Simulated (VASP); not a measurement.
A convergence study with VASP on Rh (fcc): one setting is varied, all else stays as given below, so the limit is that of these other settings.

```
CELL_PARAMETERS angstrom
      0.00000     1.90000     1.90000
      1.90000     0.00000     1.90000
      1.90000     1.90000     0.00000
ATOMIC_POSITIONS crystal
  Rh 0.00000 0.00000 0.00000
```

Level of theory: PBE GGA, VASP's PBE PAW potentials (set 64) (plane waves; VASP 6.6.1). The tightest run used: 550 eV cut-off, 22×22×22 Monkhorst-Pack mesh, first-order Methfessel-Paxton smearing of 0.10 eV, potentials Rh_pv.

The settings run are 1×1×1 mesh; 2×2×2 mesh; 3×3×3 mesh; 4×4×4 mesh; 5×5×5 mesh; 6×6×6 mesh; 7×7×7 mesh; 8×8×8 mesh; 9×9×9 mesh; 10×10×10 mesh; 11×11×11 mesh; 12×12×12 mesh; 13×13×13 mesh; 14×14×14 mesh; 15×15×15 mesh; 16×16×16 mesh; 17×17×17 mesh; 18×18×18 mesh; 19×19×19 mesh; 20×20×20 mesh; 21×21×21 mesh; 22×22×22 mesh. From which on does the energy per atom stay within 0.002 eV/atom of the tightest run?

From 18×18×18 mesh on: it is off by 0.0009 there and by no more than 0.002 in any finer run, while 17×17×17 mesh is off by 0.0032.
```csv
setting,E (eV/atom),pressure (GPa),irreducible k-points,difference judged (eV/atom)
1×1×1 mesh,-12.2345,42.78,1,4.9829
2×2×2 mesh,-7.8568,-3.25,2,0.6052
3×3×3 mesh,-5.8045,30.62,4,1.4472
4×4×4 mesh,-7.2214,6.84,10,0.0302
5×5×5 mesh,-7.1019,8.83,10,0.1498
6×6×6 mesh,-7.2493,6.09,28,0.0023
7×7×7 mesh,-7.3135,4.93,20,0.0618
8×8×8 mesh,-7.2492,6.46,60,0.0024
9×9×9 mesh,-7.2436,6.39,35,0.0080
10×10×10 mesh,-7.2540,6.29,110,0.0023
11×11×11 mesh,-7.2407,6.70,56,0.0109
12×12×12 mesh,-7.2514,6.29,182,0.0002
13×13×13 mesh,-7.2526,6.37,84,0.0010
14×14×14 mesh,-7.2521,6.29,280,0.0005
15×15×15 mesh,-7.2516,6.26,120,0.0000
16×16×16 mesh,-7.2511,6.32,408,0.0006
17×17×17 mesh,-7.2548,6.27,165,0.0032
18×18×18 mesh,-7.2525,6.28,570,0.0009
19×19×19 mesh,-7.2515,6.30,220,0.0002
20×20×20 mesh,-7.2518,6.30,770,0.0001
21×21×21 mesh,-7.2520,6.27,286,0.0004
22×22×22 mesh,-7.2516,6.31,1012,0.0000
```

Left out are rungs that failed or repeat a setting and relaxations that didn't move; long series are thinned to 24 rows.

The compound is Rh in the fcc structure. The cell was not relaxed at this level.
